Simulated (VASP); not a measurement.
Calculation: PBE GGA, VASP's PBE PAW potentials (set 64) (plane waves; VASP 6.6.1).

A VASP calculation is set up with these files.

INCAR:
```
ALGO = Normal
EDIFF = 1E-6
ENCUT = 520
GGA = PE
ISIF = 2
ISMEAR = 0
LASPH = .TRUE.
LCHARG = .FALSE.
LREAL = .FALSE.
LWAVE = .FALSE.
NELM = 100
PREC = Accurate
SIGMA = 0.05
SYSTEM = CaO
```

POSCAR:
```
CaO
4.810
  0.0000000000   0.5000000000   0.5000000000
  0.5000000000   0.0000000000   0.5000000000
  0.5000000000   0.5000000000   0.0000000000
Ca O
1 1
direct
  0.0000000000   0.0000000000   0.0000000000
  0.5000000000   0.5000000000   0.5000000000
```

### KPOINTS
```
Automatic
0
Gamma
  7 7 7
```

POTCAR, in this order: Ca_sv O (PBE.64 set). Program: vasp_std.

What VASP printed:

File OSZICAR:
```
       N       E                     dE             d eps       ncg     rms          rms(c)
DAV:   1     0.129353133736E+03    0.12935E+03   -0.87785E+03   480   0.135E+03
DAV:   2    -0.857086231424E+01   -0.13792E+03   -0.13023E+03   572   0.333E+02
DAV:   3    -0.143203721744E+02   -0.57495E+01   -0.57082E+01   620   0.719E+01
DAV:   4    -0.145082298317E+02   -0.18786E+00   -0.18755E+00   680   0.116E+01
DAV:   5    -0.145135911599E+02   -0.53613E-02   -0.53607E-02   616   0.155E+00    0.857E+00
DAV:   6    -0.128445883434E+02    0.16690E+01   -0.87440E+00   556   0.275E+01    0.364E+00
DAV:   7    -0.128029679104E+02    0.41620E-01   -0.72104E-01   668   0.832E+00    0.174E+00
DAV:   8    -0.128033907285E+02   -0.42282E-03   -0.77251E-02   512   0.322E+00    0.421E-01
DAV:   9    -0.128015358636E+02    0.18549E-02   -0.22907E-02   600   0.125E+00    0.130E-01
DAV:  10    -0.128019994267E+02   -0.46356E-03   -0.20183E-03   532   0.457E-01    0.249E-02
DAV:  11    -0.128020481070E+02   -0.48680E-04   -0.32358E-04   680   0.149E-01    0.273E-02
DAV:  12    -0.128020368871E+02    0.11220E-04   -0.45199E-05   564   0.762E-02    0.512E-03
DAV:  13    -0.128020366584E+02    0.22868E-06   -0.38296E-06   584   0.191E-02
   1 F= -.12802037E+02 E0= -.12802037E+02  d E =-.352776E-18
```

File OUTCAR:
```
------------------------ aborting loop because EDIFF is reached ----------------------------------------
  FORCE on cell =-STRESS in cart. coord.  units (eV):
  Direction    XX          YY          ZZ          XY          YZ          ZX
  --------------------------------------------------------------------------------------
  Total        0.3447402      0.3447402      0.3447402      0.0000000      0.0000000      0.0000000
  in kB       19.8530501     19.8530501     19.8530501      0.0000000      0.0000000      0.0000000
  external PRESSURE =      19.8530501 kB  Pullay stress =       0.0000000 kB
  volume of cell :       27.82
      direct lattice vectors                 reciprocal lattice vectors
     0.000000000  2.405000000  2.405000000    -0.207900208  0.207900208  0.207900208
     2.405000000  0.000000000  2.405000000     0.207900208 -0.207900208  0.207900208
     2.405000000  2.405000000  0.000000000     0.207900208  0.207900208 -0.207900208
  FREE ENERGIE OF THE ION-ELECTRON SYSTEM (eV)
  ---------------------------------------------------
  free  energy   TOTEN  =       -12.8020366584 eV

  energy  without entropy=      -12.8020366584  energy(sigma->0) =      -12.80203666
```
(Selected blocks of OUTCAR.)

The compound is CaO in the rock salt structure. The cell was not relaxed at this level.
